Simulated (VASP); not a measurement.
Output of a VASP run:

### OSZICAR
```
       N       E                     dE             d eps       ncg     rms          rms(c)
DAV:   1     0.268858898164E+03    0.26886E+03   -0.19591E+04   800   0.180E+03
DAV:   2    -0.147867469150E+02   -0.28365E+03   -0.27367E+03  1060   0.409E+02
DAV:   3    -0.267207785754E+02   -0.11934E+02   -0.11903E+02   952   0.833E+01
DAV:   4    -0.271381069304E+02   -0.41733E+00   -0.41661E+00  1396   0.124E+01
DAV:   5    -0.271396808157E+02   -0.15739E-02   -0.15738E-02   928   0.739E-01    0.812E+00
DAV:   6    -0.253065931141E+02    0.18331E+01   -0.77824E+00   884   0.209E+01    0.384E+00
DAV:   7    -0.252816604427E+02    0.24933E-01   -0.22898E-01  1092   0.329E+00    0.245E+00
DAV:   8    -0.252719736920E+02    0.96868E-02   -0.64887E-02   920   0.286E+00    0.278E-01
DAV:   9    -0.252717504502E+02    0.22324E-03   -0.14095E-02  1040   0.870E-01    0.124E-01
DAV:  10    -0.252719009817E+02   -0.15053E-03   -0.11869E-03  1044   0.276E-01    0.803E-02
DAV:  11    -0.252719570101E+02   -0.56028E-04   -0.24241E-04   964   0.124E-01    0.416E-02
DAV:  12    -0.252719356592E+02    0.21351E-04   -0.11999E-04   928   0.774E-02    0.354E-03
DAV:  13    -0.252719357886E+02   -0.12936E-06   -0.14447E-06   660   0.101E-02
   1 F= -.25271936E+02 E0= -.25271936E+02  d E =-.252719E+02
```

**OUTCAR**
```
------------------------ aborting loop because EDIFF is reached ----------------------------------------
  FORCE on cell =-STRESS in cart. coord.  units (eV):
  Direction    XX          YY          ZZ          XY          YZ          ZX
  --------------------------------------------------------------------------------------
  Total       -0.0702228     -0.0702228     -0.0702228      0.0000000      0.0000000     -0.0000000
  in kB       -1.7775322     -1.7775322     -1.7775322      0.0000000      0.0000000     -0.0000000
  external PRESSURE =      -1.7775322 kB  Pullay stress =       0.0000000 kB
  volume of cell :       63.30
      direct lattice vectors                 reciprocal lattice vectors
     3.985264381  0.000000000  0.000000000     0.250924382  0.000000000  0.000000000
     0.000000000  3.985264381  0.000000000     0.000000000  0.250924382  0.000000000
     0.000000000  0.000000000  3.985264381     0.000000000  0.000000000  0.250924382
 POSITION                                       TOTAL-FORCE (eV/Angst)
 -----------------------------------------------------------------------------------
      0.00000      0.00000      0.00000         0.000000      0.000000      0.000000
      1.99263      1.99263      1.99263         0.000000      0.000000      0.000000
      1.99263      0.00000      1.99263         0.000000      0.000000      0.000000
      0.00000      1.99263      1.99263         0.000000      0.000000      0.000000
      1.99263      1.99263      0.00000         0.000000      0.000000      0.000000
 -----------------------------------------------------------------------------------
    total drift:                                0.000000     -0.000000     -0.000000
  FREE ENERGIE OF THE ION-ELECTRON SYSTEM (eV)
  ---------------------------------------------------
  free  energy   TOTEN  =       -25.2719357886 eV

  energy  without entropy=      -25.2719357886  energy(sigma->0) =      -25.27193579

 reached required accuracy - stopping structural energy minimisation
```
(Selected blocks of OUTCAR.)

### POSCAR
```
KMgF3
1
    3.9852643809     0.0000000000    -0.0000000000
   -0.0000000000     3.9852643809     0.0000000000
   -0.0000000000    -0.0000000000     3.9852643809
K Mg F
1 1 3
Direct
  0.0000000000   0.0000000000   0.0000000000
  0.5000000000   0.5000000000   0.5000000000
  0.5000000000   0.0000000000   0.5000000000
  0.0000000000   0.5000000000   0.5000000000
  0.5000000000   0.5000000000   0.0000000000
```

Task: Write an INCAR and KPOINTS that could have produced this output.

Result: One answer among several that fit: the input of the run itself, PBEsol GGA, plane waves, VASP's PBE PAW potentials (set 64).

### INCAR
```
# general
SYSTEM=KMgF3
PREC  =Accurate
ENCUT =620
LREAL =.FALSE.
LASPH =.TRUE.   # aspherical one-centre terms

# electronic loop
EDIFF =1E-6   # SCF stop (eV)
NELM  =100   # most electronic steps
ALGO  =Normal

# smearing
ISMEAR=0   # Gaussian
SIGMA =0.05

# functional
GGA   =PS   # PBEsol

# ions
IBRION=2   # conjugate gradients
NSW   =40   # most ionic steps
ISIF  =3   # ions, shape and volume
EDIFFG=-0.02   # ionic stop

# output
LWAVE =.FALSE.
LCHARG=.FALSE.
```

KPOINTS:
```
kpoints
0
gamma
6 6 6
```

POTCAR, in this order: K_sv Mg F (PBE.64 set). Program: vasp_std.

The compound is KMgF3 in the cubic perovskite structure. It was relaxed first.
